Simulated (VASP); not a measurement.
Output of a VASP run:

OSZICAR:
```
...
RMM:   3    -0.357687999528E+00   -0.16548E-02   -0.13071E-03  2082   0.228E-01    0.541E-01
RMM:   4    -0.359991039180E+00   -0.23030E-02   -0.53123E-04  1846   0.183E-01    0.333E-02
RMM:   5    -0.359856839140E+00    0.13420E-03   -0.49422E-05  2070   0.372E-02    0.293E-02
RMM:   6    -0.359758385657E+00    0.98453E-04    0.10930E-05  2078   0.142E-02    0.175E-02
RMM:   7    -0.359737760692E+00    0.20625E-04   -0.12358E-05  2177   0.544E-03    0.770E-03
RMM:   8    -0.359736223155E+00    0.15375E-05   -0.11795E-05  2358   0.148E-03    0.480E-03
RMM:   9    -0.359738148729E+00   -0.19256E-05   -0.24081E-06  2292   0.472E-04    0.216E-03
RMM:  10    -0.359738338367E+00   -0.18964E-06   -0.94744E-07  2245   0.400E-04    0.508E-04
RMM:  11    -0.359738127367E+00    0.21100E-06   -0.71568E-07  2720   0.136E-04    0.284E-04
RMM:  12    -0.359738394716E+00   -0.26735E-06   -0.21064E-07  2780   0.762E-05    0.470E-05
RMM:  13    -0.359738407768E+00   -0.13052E-07   -0.13311E-07  2817   0.488E-05    0.440E-05
RMM:  14    -0.359738387974E+00    0.19794E-07   -0.12060E-07  2881   0.410E-05    0.849E-06
RMM:  15    -0.359738410134E+00   -0.22160E-07   -0.10074E-07  2794   0.398E-05    0.773E-06
RMM:  16    -0.359738434318E+00   -0.24185E-07   -0.11112E-07  2849   0.401E-05    0.482E-06
RMM:  17    -0.359738428541E+00    0.57771E-08   -0.98030E-08  2633   0.394E-05    0.220E-06
 Linear response progress:
  Degree of freedom:   4/  4
       N       E                     dE             d eps       ncg     rms          rms(c)
RMM:   1    -0.406197740554E+00   -0.40620E+00    0.27393E-01   812   0.421E+00
RMM:   2    -0.395980930019E+00    0.10217E-01   -0.11334E-02   569   0.682E-01    0.100E+00
RMM:   3    -0.396699817515E+00   -0.71889E-03   -0.15681E-03   595   0.251E-01    0.642E-01
RMM:   4    -0.398295831532E+00   -0.15960E-02   -0.19761E-03   595   0.271E-01    0.793E-02
RMM:   5    -0.397790771804E+00    0.50506E-03   -0.82997E-05   567   0.583E-02    0.315E-02
RMM:   6    -0.397519115801E+00    0.27166E-03   -0.11552E-05   598   0.269E-02    0.137E-02
RMM:   7    -0.397422400847E+00    0.96715E-04   -0.14666E-06   629   0.897E-03    0.789E-03
RMM:   8    -0.397373902989E+00    0.48498E-04   -0.20750E-06   606   0.591E-03    0.145E-03
RMM:   9    -0.397361907741E+00    0.11995E-04   -0.64995E-07   621   0.307E-03    0.214E-03
RMM:  10    -0.397342714354E+00    0.19193E-04   -0.12994E-06   624   0.387E-03    0.156E-03
RMM:  11    -0.397324048533E+00    0.18666E-04   -0.15391E-06   664   0.405E-03    0.101E-03
RMM:  12    -0.397319654908E+00    0.43936E-05   -0.12245E-07   643   0.159E-03    0.229E-04
RMM:  13    -0.397317472633E+00    0.21823E-05   -0.11545E-07   648   0.186E-03    0.137E-04
RMM:  14    -0.397316962944E+00    0.50969E-06   -0.48324E-07   634   0.446E-04    0.174E-04
RMM:  15    -0.397317016978E+00   -0.54034E-07   -0.25049E-07   626   0.433E-04    0.340E-05
RMM:  16    -0.397316776594E+00    0.24038E-06   -0.39165E-07   641   0.106E-04    0.282E-05
RMM:  17    -0.397316621397E+00    0.15520E-06   -0.87318E-08   638   0.122E-04    0.210E-05
RMM:  18    -0.397316514792E+00    0.10660E-06   -0.86836E-08   625   0.420E-05    0.691E-06
RMM:  19    -0.397316497131E+00    0.17661E-07   -0.20374E-08   604   0.315E-05    0.492E-06
RMM:  20    -0.397316473592E+00    0.23539E-07   -0.19532E-08   580   0.154E-05    0.490E-06
RMM:  21    -0.397316470009E+00    0.35833E-08   -0.20737E-09   531   0.787E-06    0.864E-07
 Linear response finished
```

**OUTCAR**
```
------------------------ aborting loop because EDIFF is reached ----------------------------------------

 HEAD OF MICROSCOPIC STATIC DIELECTRIC TENSOR (INDEPENDENT PARTICLE, excluding Hartree and local field effects)
 ------------------------------------------------------
           2.282375     0.000000     0.000000
          -0.000000     2.282376     0.000000
          -0.000000     0.000000     2.132247
 ------------------------------------------------------

 MACROSCOPIC STATIC DIELECTRIC TENSOR (including local field effects in DFT)
 ------------------------------------------------------
           2.249614     0.000000     0.000000
           0.000000     2.249614     0.000000
           0.000000     0.000000     1.256885
 ------------------------------------------------------

 PIEZOELECTRIC TENSOR (including local field effects)  for field in x, y, z        (e  Angst)
          XX          YY          ZZ          XY          YZ          ZX
  --------------------------------------------------------------------------------
  x     0.00000     0.00000     0.00000     0.00000     0.00000     0.00000
  y     0.00000     0.00000     0.00000     0.00000     0.00000     0.00000
  z     0.00000     0.00000     0.00000     0.00000     0.00000     0.00000

 PIEZOELECTRIC TENSOR (including local field effects)  for field in x, y, z        (C/m^2)
          XX          YY          ZZ          XY          YZ          ZX
  --------------------------------------------------------------------------------
  x     0.00000     0.00000     0.00000     0.00000     0.00000     0.00000
  y     0.00000     0.00000     0.00000     0.00000     0.00000     0.00000
  z     0.00000     0.00000     0.00000     0.00000     0.00000     0.00000

 BORN EFFECTIVE CHARGES (including local field effects) (in |e|, cummulative output)
 ---------------------------------------------------------------------------------
 ion    1
    1     5.70543     0.00000     0.00000
    2     0.00000     5.70543     0.00000
    3    -0.00000     0.00000     0.92840
 ion    2
    1    -2.85272     0.00000     0.00000
    2     0.00000    -2.85272     0.00000
    3     0.00000     0.00000    -0.46420
 ion    3
    1    -2.85272     0.00000     0.00000
    2     0.00000    -2.85272     0.00000
    3     0.00000     0.00000    -0.46420

   1 f  =   16.939854 THz   106.436243 2PiTHz  565.052712 cm-1    70.057576 meV
             X         Y         Z           dx          dy          dz
      0.000000  0.000000  8.214489    -0.000000    0.000000   -0.389721
     -0.000001  1.724822  9.428985    -0.000000    0.000000    0.651198
      1.493740  0.862410  6.999993     0.000000   -0.000000    0.651198

   2 f  =   16.384389 THz   102.946151 2PiTHz  546.524385 cm-1    67.760357 meV
             X         Y         Z           dx          dy          dz
      0.000000  0.000000  8.214489    -0.000000    0.000000    0.000000
     -0.000001  1.724822  9.428985    -0.000000    0.000000    0.707107
      1.493740  0.862410  6.999993     0.000000   -0.000000   -0.707107

   3 f  =   13.036466 THz    81.910530 2PiTHz  434.849690 cm-1    53.914466 meV
             X         Y         Z           dx          dy          dz
      0.000000  0.000000  8.214489     0.000000   -0.000000   -0.000000
     -0.000001  1.724822  9.428985    -0.000000    0.707107   -0.000000
      1.493740  0.862410  6.999993     0.000000   -0.707107   -0.000000

   4 f  =   13.036465 THz    81.910525 2PiTHz  434.849663 cm-1    53.914463 meV
             X         Y         Z           dx          dy          dz
      0.000000  0.000000  8.214489     0.000000   -0.000000    0.000000
     -0.000001  1.724822  9.428985    -0.707107   -0.000000   -0.000000
      1.493740  0.862410  6.999993     0.707107    0.000000    0.000000

   5 f  =    6.813586 THz    42.811024 2PiTHz  227.276766 cm-1    28.178715 meV
...
```
(Selected blocks of OUTCAR.)

POSCAR:
```
HfO2
1
    2.9874780000     0.0000000000     0.0000000000
   -1.4937390000     2.5872320000     0.0000000000
    0.0000000000     0.0000000000    16.4289780000
Hf O
1 2
Direct
  0.0000000000   0.0000000000   0.5000000000
  0.3333330000   0.6666670000   0.5739240000
  0.6666670000   0.3333330000   0.4260760000
```

Problem. Reconstruct the remaining input files.

Solution. One answer among several that fit: the input of the run itself, PBE GGA, plane waves, VASP's PBE PAW potentials (set 64).

File KPOINTS:
```
Automatic
0
gamma
  9 9 1
0 0 0
```

INCAR:
```
ALGO=Normal
EDIFF=1E-8
ENCUT=400
GGA=PE
IBRION=8
ISIF=2
ISMEAR=-1
LASPH=.TRUE.
LCHARG=.FALSE.
LEPSILON=.TRUE.
LMAXMIX=6
LREAL=.FALSE.
LWAVE=.FALSE.
NELM=100
NSW=1
PREC=Accurate
SIGMA=0.136
SYSTEM=HfO2
```

POTCAR, in this order: Hf_pv O (PBE.64 set). Program: vasp_std.

The cell holds a wide vacuum, so values per volume refer to the whole cell.

The cell is a sheet with vacuum, built from a generated structure.
